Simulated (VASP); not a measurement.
# AlC6 (Pm-3m) in VASP: further runs

One crystal, AlC6, is run at these levels: PBE; tasks: single point, relaxation of cell and atoms.

All numbers are computed with VASP 6.6.1; they aren't measurements. Logs are shortened: lines on timing, memory, paths and dates and some standing lists are left out, and cuts for length are marked.

**1. Starting point**

It takes space group Pm-3m (No. 221, cubic). Conventional cell: a = 3.884 Å, b = 3.884 Å, c = 3.884 Å, α = 90.00°, β = 90.00°, γ = 90.00°. Al (site symmetry m-3m) is surrounded by 24 C at 2.83 Å. Around C (site symmetry 4mm) lie 1 C at 1.36 Å.

The cell was built by a generator and needn't be a form met in nature.

**2. Single point, PBE (species swapped into the CaB6 type (Pm-3m, No. 221))**

INCAR

```
PREC = Accurate
ENCUT = 520
EDIFF = 1E-7
ISMEAR = 0
SIGMA = 0.1
LREAL = False
LASPH = True
NELM = 100
ALGO = Normal
ISIF = 2
LWAVE = False
LCHARG = False
GGA = PE
NBANDS = 22
```

KPOINTS

```
Automatic mesh
0
Gamma
  10 10 10
```

POSCAR

```
AlC6
1.0
    3.8835377172      0.0000000000      0.0000000000
    0.0000000000      3.8835377172      0.0000000000
    0.0000000000      0.0000000000      3.8835377172
Al C
1 6
Direct
    0.0000000000      0.0000000000      0.0000000000
    0.1754514858      0.5000000000      0.5000000000
    0.5000000000      0.5000000000      0.8245485142
    0.5000000000      0.5000000000      0.1754514858
    0.5000000000      0.1754514858      0.5000000000
    0.5000000000      0.8245485142      0.5000000000
    0.8245485142      0.5000000000      0.5000000000
```

Potentials or basis: VASP PAW PBE potentials, release 64 (Al, C).

Run with:

```sh
cat potpaw_PBE.64/Al/POTCAR potpaw_PBE.64/C/POTCAR > POTCAR
mpirun -np 1 vasp_std > vasp.out
```

OUTCAR:

```text
PREC = Accurate
   ENCUT = 520
   EDIFF = 1E-7
   ISMEAR = 0
   LREAL = False
   LASPH = True
   NELM = 100
   ISIF = 2
   GGA = PE

 ion  position               nearest neighbor table
   1  0.000  0.000  0.000-
   2  0.175  0.500  0.500-   7 1.36   4 1.78   5 1.78   6 1.78   3 1.78
   3  0.500  0.500  0.825-   4 1.36   2 1.78   5 1.78   6 1.78   7 1.78
   4  0.500  0.500  0.175-   3 1.36   2 1.78   5 1.78   6 1.78   7 1.78
   5  0.500  0.175  0.500-   6 1.36   3 1.78   4 1.78   2 1.78   7 1.78
   6  0.500  0.825  0.500-   5 1.36   3 1.78   4 1.78   2 1.78   7 1.78
   7  0.825  0.500  0.500-   2 1.36   3 1.78   4 1.78   5 1.78   6 1.78

  LATTYP: Found a simple cubic cell.
 ALAT       =     3.8835377172

  Lattice vectors:

 A1 = (   3.8835377172,   0.0000000000,   0.0000000000)
 A2 = (   0.0000000000,   3.8835377172,   0.0000000000)
 A3 = (   0.0000000000,   0.0000000000,   3.8835377172)

Analysis of symmetry for initial positions (statically):
=====================================================================
 Subroutine PRICEL returns:
 Original cell was already a primitive cell.

 Routine SETGRP: Setting up the symmetry group for a
 simple cubic supercell.

 Subroutine GETGRP returns: Found 48 space group operations
 (whereof 48 operations were pure point group operations)
 out of a pool of 48 trial point group operations.

The static configuration has the point symmetry O_h .

Analysis of symmetry for dynamics (positions and initial velocities):
=====================================================================
 Subroutine PRICEL returns:
 Original cell was already a primitive cell.

 Routine SETGRP: Setting up the symmetry group for a
 simple cubic supercell.

 Subroutine GETGRP returns: Found 48 space group operations
 (whereof 48 operations were pure point group operations)
 out of a pool of 48 trial point group operations.

The dynamic configuration has the point symmetry O_h .

 Subroutine INISYM returns: Found 48 space group operations
 (whereof 48 operations are pure point group operations),
 and found     1 'primitive' translations

----------------------------------------------------------------------------------------

                                     Primitive cell

  volume of cell :      58.5710

  direct lattice vectors                    reciprocal lattice vectors
     3.883537717  0.000000000  0.000000000     0.257497177  0.000000000  0.000000000
     0.000000000  3.883537717  0.000000000     0.000000000  0.257497177  0.000000000
     0.000000000  0.000000000  3.883537717     0.000000000  0.000000000  0.257497177

  length of vectors
     3.883537717  3.883537717  3.883537717     0.257497177  0.257497177  0.257497177

  position of ions in fractional coordinates (direct lattice)
     0.000000000  0.000000000  0.000000000
     0.175451486  0.500000000  0.500000000
     0.500000000  0.500000000  0.824548514
     0.500000000  0.500000000  0.175451486
     0.500000000  0.175451486  0.500000000
     0.500000000  0.824548514  0.500000000
     0.824548514  0.500000000  0.500000000

  ion indices of the primitive-cell ions
   primitive index   ion index
                 1           1
                 2           2
                 3           3
                 4           4
                 5           5
                 6           6
                 7           7

----------------------------------------------------------------------------------------

 KPOINTS: Automatic mesh

Automatic generation of k-mesh.
 Grid dimensions read from file:
 generate k-points for:   10   10   10

 Generating k-lattice:

  Cartesian coordinates                     Fractional coordinates (reciprocal lattice)
     0.025749718  0.000000000  0.000000000     0.100000000  0.000000000  0.000000000
     0.000000000  0.025749718  0.000000000     0.000000000  0.100000000  0.000000000
     0.000000000  0.000000000  0.025749718     0.000000000  0.000000000  0.100000000

  Length of vectors
     0.025749718  0.025749718  0.025749718

  Shift w.r.t. Gamma in fractional coordinates (k-lattice)
     0.000000000  0.000000000  0.000000000

 Subroutine IBZKPT returns following result:
 ===========================================

 Found     56 irreducible k-points:

 Following reciprocal coordinates:
            Coordinates               Weight
  0.000000  0.000000  0.000000      1.000000
  0.100000  0.000000  0.000000      6.000000
  0.200000  0.000000  0.000000      6.000000
  0.300000  0.000000  0.000000      6.000000
  0.400000  0.000000  0.000000      6.000000
  0.500000  0.000000  0.000000      3.000000
[... 16 lines left out ...]
  0.200000  0.100000  0.100000     24.000000
  0.300000  0.100000  0.100000     24.000000
 [... further k-points ...]
   k-points           NKPTS =     56   k-points in BZ     NKDIM =     56   number of bands    NBANDS=     22
   number of dos      NEDOS =    301   number of ions     NIONS =      7
   total plane-waves  NPLWV =  27000
   dimension x,y,z NGX =    30 NGY =   30 NGZ =   30
   dimension x,y,z NGXF=    60 NGYF=   60 NGZF=   60
   ions per type =               1   6
   NGX,Y,Z   is equivalent  to a cutoff of  12.84, 12.84, 12.84 a.u.
   NGXF,Y,Z  is equivalent  to a cutoff of  25.68, 25.68, 25.68 a.u.
 SYSTEM =  unknown system
   PREC   = accura    normal or accurate (medium, high low for compatibility)
   ISTART =      0    job   : 0-new  1-cont  2-samecut
   ICHARG =      2    charge: 1-file 2-atom 10-const
   ISPIN  =      1    spin polarized calculation?
   LNONCOLLINEAR =      F non collinear calculations
   LSORBIT =      F    spin-orbit coupling
   LASPH  =      T    aspherical Exc in radial PAW
   ENCUT  =  520.0 eV  38.22 Ry    6.18 a.u.   7.22  7.22  7.22*2*pi/ulx,y,z
   NELM   =    100;   NELMIN=  2; NELMDL= -5     # of ELM steps
   EDIFF  = 0.1E-06   stopping-criterion for ELM
   LREAL  =      F    real-space projection
   EDIFFG = 0.1E-05   stopping-criterion for IOM
   NSW    =      0    number of steps for IOM
   IBRION =     -1    ionic relax: 0-MD 1-quasi-New 2-CG
   NFREE  =      0    steps in history (QN), initial steepest desc. (CG)
   ISIF   =      2    stress and relaxation
   ISYM   =      2    0-nonsym 1-usesym 2-fastsym
   POTIM  = 0.5000    time-step for ionic-motion
   TEBEG  =    0.0;   TEEND  =   0.0 temperature during run
   PSTRESS=    0.0 pullay stress
   NELECT =      27.0000    total number of electrons
   NUPDOWN=      -1.0000    fix difference up-down
   EMIN   =  10.00;   EMAX   =-10.00  energy-range for DOS
   EFERMI =   0.00;   METHOD = LEGACY
   ISMEAR =     0;   SIGMA  =   0.10  broadening in eV -4-tet -1-fermi 0-gaus
   EFERMI_NEDOS =   21; number of points for ismear=-14 and -15
   IALGO  =     38    algorithm
   IMIX   =      4    mixing-type and parameters
     AMIX     =   0.40;   BMIX     =  1.00
     AMIX_MAG =   1.60;   BMIX_MAG =  1.00
  volume/ion in A,a.u.               =       8.37        56.47
  Fermi-wavevector in a.u.,A,eV,Ry     =   1.264645  2.389832 21.760157  1.599326
  Thomas-Fermi vector in A             =   2.397939
   LORBIT       =      0    0 simple, 1 ext, 2 COOP (PROOUT), +10 PAW based schemes
   GGA     = PE    functional components
   LHFCALC =     F    Hartree Fock is set to
   AEXX    =    0.0000 exact exchange contribution
   IVDW    =     0    specifies the selected vdW correction
   LEPSILON=     F    determine dielectric tensor
   LRPA    =     F    only Hartree local field effects (RPA)
 non-spin polarized calculation
 Gauss-broadening in eV      SIGMA  =   0.10
  energy-cutoff  :      520.00
  volume of cell :       58.57
 maximum number of plane-waves:      1600
 NGX is ok and might be reduce to    30
   NGX = 15   NGY = 15   NGZ = 15

 number of electron      26.9999997 magnetization

 Free energy of the ion-electron system (eV)
  ---------------------------------------------------
  ext. energy  EPLUGINS =         0.00000000
  ---------------------------------------------------
  free energy    TOTEN  =       -41.94909343 eV

  energy without entropy =      -41.93890357  energy(sigma->0) =      -41.94399850

 E-fermi :   9.0911     XC(G=0): -11.6165

 val. band max:        9.0658529268   @ k =   0.3000   0.2000   0.1000
 cond. band min:       9.1076383515   @ k =   0.3000   0.2000   0.0000
 fundamental gap:      0.0417854247
 Fermi energy:         9.0910704711

 k-point     1 :       0.0000    0.0000    0.0000
  band No.  band energies     occupation
      1     -13.0351      2.00000
      2      -5.7844      2.00000
      3      -5.7844      2.00000
      4      -4.4202      2.00000
      5      -3.9422      2.00000
      6      -3.9422      2.00000
[... 14 lines left out ...]
     21      15.5580      0.00000
     22      15.5580      0.00000

 k-point     2 :       0.1000    0.0000    0.0000
  band No.  band energies     occupation
      1     -12.9886      2.00000
      2      -6.2046      2.00000
      3      -5.7750      2.00000
      4      -4.6955      2.00000
      5      -3.8931      2.00000
      6      -3.8931      2.00000
[... 14 lines left out ...]
     21      15.3377      0.00000
     22      15.3377      0.00000

 k-point     3 :       0.2000    0.0000    0.0000
  band No.  band energies     occupation
      1     -12.8583      2.00000
      2      -7.0264      2.00000
      3      -5.7501      2.00000
      4      -4.7643      2.00000
      5      -3.7559      2.00000
      6      -3.7559      2.00000
[... 14 lines left out ...]
     21      14.8324      0.00000
     22      14.8324      0.00000
[... 476 lines left out ...]
 k-point    23 :       0.2000    0.1000    0.1000
  band No.  band energies     occupation
      1     -12.7651      2.00000
      2      -6.9908      2.00000
      3      -6.2303      2.00000
      4      -5.4731      2.00000
      5      -3.1175      2.00000
      6      -2.9595      2.00000
[... 14 lines left out ...]
     21      14.3611      0.00000
     22      14.6657      0.00000

 k-point    24 :       0.3000    0.1000    0.1000
  band No.  band energies     occupation
      1     -12.5817      2.00000
      2      -7.7429      2.00000
      3      -6.1722      2.00000
      4      -5.4290      2.00000
      5      -2.9501      2.00000
      6      -2.8027      2.00000
[... 14 lines left out ...]
     21      13.8067      0.00000
     22      14.3339      0.00000

 [... further k-points ...]
[... 5 lines left out ...]
  --------------------------------------------------------------------------------------
  -------------------------------------------------------------------------------------
  Total        0.0237310      0.0237310      0.0237310     -0.0000000     -0.0000000      0.0000000
  in kB        0.6491487      0.6491487      0.6491487     -0.0000000     -0.0000000      0.0000000
  external PRESSURE =       0.6491487 kB  Pullay stress =       0.0000000 kB

 VOLUME and BASIS-vectors are now :
 -----------------------------------------------------------------------------
  energy-cutoff  :      520.00
  volume of cell :       58.57
      direct lattice vectors                 reciprocal lattice vectors
     3.883537717  0.000000000  0.000000000     0.257497177  0.000000000  0.000000000
     0.000000000  3.883537717  0.000000000     0.000000000  0.257497177  0.000000000
     0.000000000  0.000000000  3.883537717     0.000000000  0.000000000  0.257497177

 POSITION                                       TOTAL-FORCE (eV/Angst)
 -----------------------------------------------------------------------------------
      0.00000      0.00000      0.00000         0.000000      0.000000      0.000000
      0.68137      1.94177      1.94177         0.032540      0.000000      0.000000
      1.94177      1.94177      3.20217        -0.000000      0.000000     -0.032540
      1.94177      1.94177      0.68137         0.000000      0.000000      0.032540
      1.94177      0.68137      1.94177         0.000000      0.032540      0.000000
      1.94177      3.20217      1.94177        -0.000000     -0.032540      0.000000
      3.20217      1.94177      1.94177        -0.032540      0.000000      0.000000
 -----------------------------------------------------------------------------------
    total drift:                                0.000000      0.000000      0.000000

  FREE ENERGIE OF THE ION-ELECTRON SYSTEM (eV)
  ---------------------------------------------------
  free  energy   TOTEN  =       -41.9490934292 eV

  energy  without entropy=      -41.9389035656  energy(sigma->0) =      -41.94399850
```

Run time: 34 s. Hardware: 1 thread of Intel Xeon Platinum 8559C (Emerald Rapids), shared host; peak memory 0.19 GiB.

What came out:

```
Free energy            : -41.9491 eV
Pressure               : 0.1 GPa
Largest force          : 0.033 eV/Å
Band gap on the k mesh : none (metal or under the smearing width)
```

Forces in eV/Å, atoms in the order of the input:
```
Al   0.000  0.000  0.000
C    0.033  0.000  0.000
C    0.000  0.000 -0.033
C    0.000  0.000  0.033
C    0.000  0.033  0.000
C    0.000 -0.033  0.000
C   -0.033  0.000  0.000
```

Levels at points of the mesh, in eV from the Fermi level:
```tsv
k point	band 11	band 12	band 13	band 14	band 15	band 16
(0.00, 0.00, 0.00)	-3.63	-3.39	-3.39	-3.39	-0.41	-0.41
(0.50, 0.00, 0.00)	-4.04	-3.87	-1.78	-1.78	0.96	1.24
(0.50, 0.50, 0.00)	-2.79	-2.79	-1.36	0.52	0.69	2.12
(0.50, 0.50, 0.50)	-3.96	0.63	0.63	0.63	0.91	0.91
```

(Continued in part 2 of 2.)
